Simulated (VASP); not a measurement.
Input:

```
AgCl
1.0
    0.00000     2.67736     2.67736
    2.67736     0.00000     2.67736
    2.67736     2.67736     0.00000
Ag Cl
1 1
Cartesian
  0.00000   0.00000   0.00000
  2.67736   2.67736   2.67736
```

Calculation: LDA (Ceperley-Alder, Perdew-Zunger), VASP's LDA PAW potentials (set 64) (plane waves; VASP). Settings: 520 eV cut-off, Gaussian smearing of 0.050 eV, potentials Ag Cl.

Problem. Give the energies of bands 2 to 11 at the high-symmetry points, in eV from the valence-band maximum.

Solution. 
```tsv
band	Γ	X	U	L	W
2	-3.01	-5.20	-5.06	-6.27	-5.00
3	-3.01	-3.66	-5.03	-4.95	-4.82
4	-3.01	-3.66	-4.51	-4.95	-4.82
5	-2.96	-3.45	-2.83	-2.52	-2.42
6	-2.96	-2.71	-2.44	-2.52	-2.42
7	-2.75	-2.36	-2.22	-2.13	-2.36
8	-2.75	-2.36	-1.99	0.00	-2.32
9	-2.75	-2.19	-1.31	0.00	-1.53
10	0.66	1.94	3.35	3.67	4.16
11	10.71	7.71	7.05	6.95	7.70
```

The gap is indirect, 0.65 eV, from the valence maximum at L to the conduction minimum at Γ.

The compound is AgCl in the rock salt structure. It was relaxed first, which changed the volume by -10 %.
